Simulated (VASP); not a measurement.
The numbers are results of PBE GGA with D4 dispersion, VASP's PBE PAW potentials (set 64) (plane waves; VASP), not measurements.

The input files of a VASP run:

**INCAR**
```
SYSTEM=KI
PREC=Accurate; ENCUT=520; LREAL=.FALSE.
LASPH=.TRUE.; ICHARG=11
EDIFF=1E-7; NELM=100; ALGO=Normal
LMAXMIX=4
ISMEAR=0; SIGMA=0.05
GGA=PE; IVDW=13
LWAVE=.FALSE.; LCHARG=.FALSE.; LORBIT=11
```

**POSCAR**
```
KI
1
   -0.0000000000     3.5280068404     3.5280068404
    3.5280068404     0.0000000000     3.5280068404
    3.5280068404     3.5280068404    -0.0000000000
K I
1 1
Direct
  0.0000000000   0.0000000000   0.0000000000
  0.5000000000   0.5000000000   0.5000000000
```

### KPOINTS
```
k-points along high-symmetry lines
15
Line-mode
Reciprocal
  0.000000   0.000000   0.000000 ! GAMMA
  0.500000   0.000000   0.500000 ! X

  0.500000   0.000000   0.500000 ! X
  0.625000   0.250000   0.625000 ! U

  0.375000   0.375000   0.750000 ! K
  0.000000   0.000000   0.000000 ! GAMMA

  0.000000   0.000000   0.000000 ! GAMMA
  0.500000   0.500000   0.500000 ! L

  0.500000   0.500000   0.500000 ! L
  0.500000   0.250000   0.750000 ! W

  0.500000   0.250000   0.750000 ! W
  0.500000   0.000000   0.500000 ! X
```

POTCAR, in this order: K_sv I (PBE.64 set). Program: vasp_std. Read from the step before: CHGCAR.

The run wrote:

**OSZICAR**
```
       N       E                     dE             d eps       ncg     rms          rms(c)
DAV:   1     0.938816404415E+02    0.93882E+02   -0.66702E+03  2160   0.113E+03
DAV:   2     0.106214968869E+01   -0.92819E+02   -0.86668E+02  2576   0.248E+02
DAV:   3    -0.482592439689E+01   -0.58881E+01   -0.58559E+01  2820   0.577E+01
DAV:   4    -0.516232201255E+01   -0.33640E+00   -0.33607E+00  4016   0.115E+01
DAV:   5    -0.516339160426E+01   -0.10696E-02   -0.10696E-02  2752   0.736E-01
DAV:   6    -0.516341576400E+01   -0.24160E-04   -0.24159E-04  3088   0.902E-02
DAV:   7    -0.516341640736E+01   -0.64336E-06   -0.64340E-06  3288   0.140E-02
DAV:   8    -0.516341641904E+01   -0.11679E-07   -0.11668E-07  2500   0.191E-03
   1 F= -.54712468E+01 E0= -.54712468E+01  d E =-.116515E-14
```

OUTCAR:
```
 val. band max:       -0.3944235509   @ k =   0.0000   0.0000   0.0000

 cond. band min:       3.5779575658   @ k =   0.0000   0.0000   0.0000



 k-point     1 :       0.0000    0.0000    0.0000
  band No.  band energies     occupation
      1     -28.8892      2.00000
      2     -12.3774      2.00000
      3     -12.3774      2.00000
      4     -12.3774      2.00000
      5     -10.9025      2.00000
      6      -0.3944      2.00000
      7      -0.3944      2.00000
      8      -0.3944      2.00000
      9       3.5780      0.00000
     10       6.1006      0.00000
     11       6.1006      0.00000
     12       6.1006      0.00000

 k-point     2 :       0.0357    0.0000    0.0357
  band No.  band energies     occupation
      1     -28.8891      2.00000
      2     -12.3799      2.00000
      3     -12.3776      2.00000
      4     -12.3776      2.00000
      5     -10.8975      2.00000
      6      -0.4267      2.00000
      7      -0.4003      2.00000
      8      -0.4003      2.00000
      9       3.6241      0.00000
     10       6.0643      0.00000
     11       6.1320      0.00000
     12       6.1320      0.00000

 k-point     3 :       0.0714    0.0000    0.0714
  band No.  band energies     occupation
      1     -28.8890      2.00000
      2     -12.3869      2.00000
      3     -12.3783      2.00000
      4     -12.3783      2.00000
      5     -10.8832      2.00000
      6      -0.5160      2.00000
      7      -0.4174      2.00000
      8      -0.4174      2.00000
      9       3.7541      0.00000
     10       5.9636      0.00000
     11       6.2253      0.00000
     12       6.2253      0.00000

 k-point     4 :       0.1071    0.0000    0.1071
  band No.  band energies     occupation
      1     -28.8889      2.00000
      2     -12.3971      2.00000
      3     -12.3794      2.00000
      4     -12.3794      2.00000
      5     -10.8619      2.00000
      6      -0.6445      2.00000
      7      -0.4443      2.00000
...
```

The density is held fixed in this step, so its total energy and stress have no physical meaning. Unless said otherwise, spin-orbit coupling is left out, though it shifts the bands of the heavy elements here.

The compound is KI in the rock salt structure. It was relaxed first.
